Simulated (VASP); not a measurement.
Method: PBE GGA, VASP's PBE PAW potentials (set 64) (plane waves; VASP 6.6.1).

The input files of a VASP run:

**POSCAR**
```
MgI2
1
    4.1524640000     0.0000000000     0.0000000000
   -2.0762320000     3.5961390000     0.0000000000
    0.0000000000     0.0000000000     7.0325410000
Mg I
1 2
Direct
  0.0000000000   0.0000000000   0.0000000000
  0.3333330000   0.6666670000   0.2340800000
  0.6666670000   0.3333330000   0.7659200000
```

### KPOINTS
```
Automatic mesh
0
Gamma
6 6 6
0 0 0
```

### INCAR
```
ALGO  =  Normal
EDIFF  =  1E-04
EDIFFG  =  -0.01
ENCUT  =  180
GGA  =  PE
IBRION  =  2
ISIF  =  3
ISMEAR  =  -1
LASPH  =  .TRUE.
LCHARG  =  .FALSE.
LMAXMIX  =  4
LREAL  =  .FALSE.
LWAVE  =  .FALSE.
NELM  =  100
NSW  =  50
PREC  =  Accurate
SIGMA  =  0.2
SYSTEM  =  MgI2
```

POTCAR, in this order: Mg I (PBE.64 set). Program: vasp_std.

Output

### OUTCAR
```
 ion  position               nearest neighbor table
   1  0.000  0.000  0.000-   2 2.91   3 2.91   2 2.91   3 2.91   3 2.91   2 2.91
   2  0.333  0.667  0.234-   1 2.91   1 2.91   1 2.91
   3  0.667  0.333  0.766-   1 2.91   1 2.91   1 2.91
  LATTYP: Found a hexagonal cell.
 ALAT       =     4.1524640000
 C/A-ratio  =     1.6935826536
 Subroutine PRICEL returns:
 Original cell was already a primitive cell.
 Subroutine GETGRP returns: Found 12 space group operations
The static configuration has the point symmetry D_3d.
The dynamic configuration has the point symmetry D_3d.
 Subroutine INISYM returns: Found 12 space group operations
 Subroutine IBZKPT returns following result:
 Found     34 irreducible k-points:

 Following reciprocal coordinates:
            Coordinates               Weight
  0.000000  0.000000  0.000000      1.000000
  0.166667  0.000000  0.000000      6.000000
  0.333333  0.000000  0.000000      6.000000
  0.500000 -0.000000  0.000000      3.000000
  0.166667  0.166667  0.000000      6.000000
  0.333333  0.166667  0.000000     12.000000
  0.333333  0.333333  0.000000      2.000000
...
```

**OSZICAR**
```
       N       E                     dE             d eps       ncg     rms          rms(c)
DAV:   1     0.469028351392E+02    0.46903E+02   -0.32949E+03   824   0.439E+02
DAV:   2    -0.459161728288E+01   -0.51494E+02   -0.47159E+02  1176   0.110E+02
DAV:   3    -0.779763542345E+01   -0.32060E+01   -0.31942E+01   984   0.330E+01
DAV:   4    -0.784369507008E+01   -0.46060E-01   -0.46039E-01  1004   0.486E+00
DAV:   5    -0.784460169834E+01   -0.90663E-03   -0.90660E-03  1008   0.621E-01    0.493E+00
DAV:   6    -0.772435123356E+01    0.12025E+00   -0.14398E-01   880   0.203E+00    0.340E+00
DAV:   7    -0.770395700959E+01    0.20394E-01   -0.16211E-01   928   0.220E+00    0.678E-01
DAV:   8    -0.770047838076E+01    0.34786E-02   -0.13637E-02   904   0.671E-01    0.233E-01
DAV:   9    -0.770060555327E+01   -0.12717E-03   -0.10188E-03   988   0.205E-01    0.127E-01
DAV:  10    -0.770059191430E+01    0.13639E-04   -0.23842E-05   612   0.392E-02
   1 F= -.77005919E+01 E0= -.77004918E+01  d E =-.770059E+01
       N       E                     dE             d eps       ncg     rms          rms(c)
DAV:   1    -0.779765462652E+01   -0.97049E-01   -0.14688E+00   936   0.624E+00    0.140E+00
DAV:   2    -0.772936146776E+01    0.68293E-01   -0.11025E-01   828   0.189E+00    0.555E-01
DAV:   3    -0.771405121049E+01    0.15310E-01   -0.46645E-02   856   0.106E+00    0.524E-01
DAV:   4    -0.771392660323E+01    0.12461E-03   -0.62756E-04   952   0.188E-01    0.470E-01
DAV:   5    -0.771340449948E+01    0.52210E-03   -0.19222E-03   872   0.240E-01    0.119E-01
DAV:   6    -0.771339616769E+01    0.83318E-05   -0.78252E-05   584   0.584E-02
   2 F= -.77133962E+01 E0= -.77132756E+01  d E =-.128043E-01
       N       E                     dE             d eps       ncg     rms          rms(c)
DAV:   1    -0.771472721995E+01   -0.13227E-02   -0.20127E-02   944   0.742E-01    0.166E-01
DAV:   2    -0.771381719789E+01    0.91002E-03   -0.14453E-03   844   0.217E-01    0.656E-02
DAV:   3    -0.771360958131E+01    0.20762E-03   -0.62872E-04   876   0.123E-01    0.594E-02
DAV:   4    -0.771360546700E+01    0.41143E-05   -0.80792E-06   436   0.229E-02
   3 F= -.77136055E+01 E0= -.77134879E+01  d E =-.130136E-01
       N       E                     dE             d eps       ncg     rms          rms(c)
DAV:   1    -0.771365814938E+01   -0.48568E-04   -0.13265E-03   860   0.193E-01    0.521E-02
DAV:   2    -0.771359219430E+01    0.65955E-04   -0.10077E-04   432   0.596E-02
   4 F= -.77135922E+01 E0= -.77134748E+01  d E =-.130003E-01
       N       E                     dE             d eps       ncg     rms          rms(c)
DAV:   1    -0.772560130548E+01   -0.11943E-01   -0.26310E-01   952   0.268E+00    0.617E-01
DAV:   2    -0.771315142235E+01    0.12450E-01   -0.18838E-02   832   0.782E-01    0.231E-01
DAV:   3    -0.771029222481E+01    0.28592E-02   -0.84785E-03   864   0.452E-01    0.221E-01
DAV:   4    -0.771025255401E+01    0.39671E-04   -0.10947E-04   708   0.834E-02
   5 F= -.77102526E+01 E0= -.77101447E+01  d E =-.966064E-02
       N       E                     dE             d eps       ncg     rms          rms(c)
DAV:   1    -0.772433523582E+01   -0.14043E-01   -0.19867E-01   948   0.230E+00    0.499E-01
DAV:   2    -0.771548791640E+01    0.88473E-02   -0.13910E-02   836   0.670E-01    0.196E-01
DAV:   3    -0.771349680068E+01    0.19911E-02   -0.60493E-03   852   0.382E-01    0.193E-01
DAV:   4    -0.771348372114E+01    0.13080E-04   -0.72256E-05   644   0.685E-02
   6 F= -.77134837E+01 E0= -.77133684E+01  d E =-.128918E-01
       N       E                     dE             d eps       ncg     rms          rms(c)
DAV:   1    -0.771377732213E+01   -0.28052E-03   -0.33472E-03   884   0.315E-01    0.103E-01
DAV:   2    -0.771358457891E+01    0.19274E-03   -0.29016E-04   832   0.101E-01    0.448E-02
DAV:   3    -0.771354774929E+01    0.36830E-04   -0.11725E-04   424   0.559E-02
   7 F= -.77135477E+01 E0= -.77134313E+01  d E =-.129558E-01
       N       E                     dE             d eps       ncg     rms          rms(c)
DAV:   1    -0.771386096263E+01   -0.27638E-03   -0.86668E-03   824   0.501E-01    0.572E-02
DAV:   2    -0.771377658486E+01    0.84378E-04   -0.26746E-04   872   0.103E-01
   8 F= -.77137766E+01 E0= -.77136605E+01  d E =-.228836E-03
       N       E                     dE             d eps       ncg     rms          rms(c)
DAV:   1    -0.771539852435E+01   -0.15376E-02   -0.76058E-02   816   0.149E+00    0.172E-01
DAV:   2    -0.771458698080E+01    0.81154E-03   -0.23735E-03   924   0.307E-01    0.770E-02
DAV:   3    -0.771422119097E+01    0.36579E-03   -0.66847E-04   964   0.142E-01    0.579E-02
DAV:   4    -0.771418937931E+01    0.31812E-04   -0.50158E-05   468   0.470E-02
   9 F= -.77141894E+01 E0= -.77140730E+01  d E =-.641630E-03
       N       E                     dE             d eps       ncg     rms          rms(c)
DAV:   1    -0.771879113970E+01   -0.45699E-02   -0.31138E-01   816   0.301E+00    0.348E-01
DAV:   2    -0.771604061445E+01    0.27505E-02   -0.93051E-03   904   0.611E-01    0.151E-01
DAV:   3    -0.771477207068E+01    0.12685E-02   -0.23059E-03   964   0.262E-01    0.972E-02
DAV:   4    -0.771465293763E+01    0.11913E-03   -0.17841E-04   620   0.878E-02    0.753E-02
DAV:   5    -0.771462500972E+01    0.27928E-04   -0.14936E-04   516   0.811E-02
  10 F= -.77146250E+01 E0= -.77145092E+01  d E =-.107726E-02
       N       E                     dE             d eps       ncg     rms          rms(c)
DAV:   1    -0.771489359504E+01   -0.24066E-03   -0.18499E-02   816   0.734E-01    0.838E-02
DAV:   2    -0.771473535815E+01    0.15824E-03   -0.54890E-04   908   0.147E-01    0.350E-02
DAV:   3    -0.771466089299E+01    0.74465E-04   -0.12094E-04   508   0.626E-02
  11 F= -.77146609E+01 E0= -.77145449E+01  d E =-.111314E-02
       N       E                     dE             d eps       ncg     rms          rms(c)
DAV:   1    -0.771562319079E+01   -0.88783E-03   -0.71635E-02   816   0.144E+00    0.163E-01
DAV:   2    -0.771494755484E+01    0.67564E-03   -0.21605E-03   912   0.293E-01    0.709E-02
DAV:   3    -0.771463720940E+01    0.31035E-03   -0.54336E-04   952   0.128E-01    0.530E-02
DAV:   4    -0.771460454496E+01    0.32664E-04   -0.50295E-05   472   0.460E-02
  12 F= -.77146045E+01 E0= -.77144885E+01  d E =-.105680E-02
       N       E                     dE             d eps       ncg     rms          rms(c)
DAV:   1    -0.771477451660E+01   -0.13731E-03   -0.51447E-02   836   0.131E+00    0.112E-01
DAV:   2    -0.771492357038E+01   -0.14905E-03   -0.17979E-03   980   0.255E-01    0.341E-02
DAV:   3    -0.771492062333E+01    0.29470E-05   -0.16853E-05   468   0.325E-02
  13 F= -.77149206E+01 E0= -.77148068E+01  d E =-.316078E-03
       N       E                     dE             d eps       ncg     rms          rms(c)
DAV:   1    -0.771491537077E+01    0.81996E-05   -0.10795E-02   844   0.597E-01    0.398E-02
DAV:   2    -0.771494526813E+01   -0.29897E-04   -0.37529E-04   972   0.115E-01
  14 F= -.77149453E+01 E0= -.77148324E+01  d E =-.340723E-03
       N       E                     dE             d eps       ncg     rms          rms(c)
DAV:   1    -0.771707856030E+01   -0.21632E-02   -0.65007E-02   852   0.138E+00    0.205E-01
DAV:   2    -0.771537874168E+01    0.16998E-02   -0.28724E-03   928   0.319E-01    0.937E-02
DAV:   3    -0.771495056344E+01    0.42818E-03   -0.13558E-03   888   0.185E-01    0.908E-02
DAV:   4    -0.771495004737E+01    0.51606E-06   -0.18791E-05   444   0.340E-02
  15 F= -.77149500E+01 E0= -.77148354E+01  d E =-.477924E-05
```

**OUTCAR**
```
------------------------ aborting loop because EDIFF is reached ----------------------------------------
  FORCE on cell =-STRESS in cart. coord.  units (eV):
  Direction    XX          YY          ZZ          XY          YZ          ZX
  --------------------------------------------------------------------------------------
  Total       -0.0064356     -0.0064356      0.0094890     -0.0000000      0.0000000      0.0000000
  in kB       -0.0933394     -0.0933393      0.1376243     -0.0000000      0.0000000      0.0000000
  external PRESSURE =      -0.0163515 kB  Pullay stress =       0.0000000 kB
  volume of cell :      110.47
      direct lattice vectors                 reciprocal lattice vectors
     4.195562815 -0.000000000 -0.000000000     0.238347045  0.137609743  0.000000000
    -2.097781408  3.633463659  0.000000000     0.000000000  0.275219486  0.000000000
    -0.000000000 -0.000000000  7.246465715     0.000000000 -0.000000000  0.137998307
 POSITION                                       TOTAL-FORCE (eV/Angst)
 -----------------------------------------------------------------------------------
      0.00000      0.00000      0.00000         0.000000      0.000000      0.000000
     -0.00000      2.42231      1.67070        -0.000000      0.000000      0.003587
      2.09778      1.21115      5.57576         0.000000     -0.000000     -0.003587
 -----------------------------------------------------------------------------------
    total drift:                                0.000000     -0.000000      0.000000
  FREE ENERGIE OF THE ION-ELECTRON SYSTEM (eV)
  ---------------------------------------------------
  free  energy   TOTEN  =        -7.7149500474 eV

  energy  without entropy=       -7.7147208036  energy(sigma->0) =       -7.71483543

 reached required accuracy - stopping structural energy minimisation
```
(Selected blocks of OUTCAR.)

### CONTCAR
```
MgI2
   1.00000000000000
     4.1955628150919928   -0.0000000000000002   -0.0000000000000000
    -2.0977814075459964    3.6334636588407512    0.0000000000000000
    -0.0000000000000000   -0.0000000000000001    7.2464657149320759
  Mg              I
     1     2
Direct
     0.0000000000000000    0.0000000000000000    0.0000000000000000
     0.3333330000000032    0.6666669999999968    0.2305544116996250
     0.6666669999999968    0.3333330000000032    0.7694455883003747
```

OUTCAR:
```
 val. band max:        1.5691026772   @ k =   0.0000   0.0000   0.0000

 cond. band min:       5.1612580657   @ k =   0.5000  -0.0000   0.3333


 Fermi energy:         3.4852342915

 k-point     1 :       0.0000    0.0000    0.0000
  band No.  band energies     occupation
      1     -10.2591      2.00000
      2      -9.6592      2.00000
      3      -1.6060      2.00000
      4       1.2476      1.99997
      5       1.2476      1.99997
      6       1.4963      1.99990
      7       1.5691      1.99986
      8       1.5691      1.99986
      9       5.2621      0.00028
     10       6.4407      0.00000
     11       8.2904      0.00000
     12       8.2905      0.00000

 k-point     2 :       0.1667    0.0000    0.0000
  band No.  band energies     occupation
      1     -10.1294      2.00000
      2      -9.5903      2.00000
      3      -1.4471      2.00000
      4       0.2969      2.00000
      5       0.7799      2.00000
      6       0.9554      1.99999
      7       1.4537      1.99992
      8       1.5115      1.99990
      9       6.0870      0.00000
     10       7.0256      0.00000
     11       7.8032      0.00000
     12       8.6734      0.00000

 k-point     3 :       0.3333    0.0000    0.0000
  band No.  band energies     occupation
      1      -9.8235      2.00000
      2      -9.4659      2.00000
      3      -1.4120      2.00000
      4      -0.8110      2.00000
      5      -0.0917      2.00000
      6       0.5391      2.00000
      7       1.1932      1.99998
      8       1.3032      1.99996
      9       5.6684      0.00004
     10       7.0810      0.00000
     11       7.6940      0.00000
     12       8.8176      0.00000

 k-point     4 :       0.5000   -0.0000    0.0000
  band No.  band energies     occupation
      1      -9.6146      2.00000
      2      -9.4403      2.00000
      3      -1.8120      2.00000
      4      -1.0963      2.00000
      5       0.0296      2.00000
      6       0.3674      2.00000
...
```

At this cut-off the stress carries a Pulay error, which pulls relaxed volumes low.  Energy and stress use the plane-wave basis of the starting cell. Unless said otherwise, spin-orbit coupling is left out, though it shifts the bands of the heavy elements here.

The structure comes from a computed database's MgI2 entry; how it stands against other phases isn't given here. This run relaxes it. Symmetry was kept, so distortions that lower it aren't found. The run is one of a series of settings (EDIFF = 1E-04, EDIFFG = -0.01, ENCUT = 180, IBRION = 2, ISIF = 3, ISMEAR = -1, NSW = 50, SIGMA = 0.2, KPOINTS 6×6×6 Γ-centred mesh against the base run), some of them coarse on purpose.
